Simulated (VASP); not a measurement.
These are PBE GGA, VASP's PBE PAW potentials (set 64) (plane waves; VASP) values and carry that method's errors.

VASP input:

POSCAR:
```
Si2Ni
1
    0.0000000000     2.7030000000     2.7030000000
    2.7030000000     0.0000000000     2.7030000000
    2.7030000000     2.7030000000     0.0000000000
Si Ni
2 1
Direct
  0.2500000000   0.2500000000   0.2500000000
  0.7500000000   0.7500000000   0.7500000000
  0.0000000000   0.0000000000   0.0000000000
```

INCAR:
```
SYSTEM = Si2Ni
PREC = Accurate
ENCUT = 300
EDIFF = 1E-6
NELM = 100
ALGO = Normal
LREAL = .FALSE.
LASPH = .TRUE.
ISMEAR = 0
SIGMA = 0.05
GGA = PE
LMAXMIX = 4
LWAVE = .FALSE.
LCHARG = .FALSE.
ISIF = 2
ISPIN = 2
MAGMOM = 0.0 0.0 2.0
LORBIT = 11
```

**KPOINTS**
```
Regular mesh
0
gamma
9 9 9
```

POTCAR, in this order: Si Ni (PBE.64 set). Program: vasp_std.

### Question
What will the output report for the number of irreducible k-points (NKPTS), largest plane-wave count, number of space-group operations, FFT grid (NGX, NGY, NGZ)?

### Answer

```yaml
number of irreducible k-points (NKPTS): 35
largest_plane_wave_count: 483
number_of_space_group_operations: 48
FFT grid (NGX, NGY, NGZ): 24 × 24 × 24
```

The structure comes from a measured Si2Ni entry (Fm-3m) of the Crystallography Open Database, whose conditions weren't checked. The cell was not relaxed at this level.
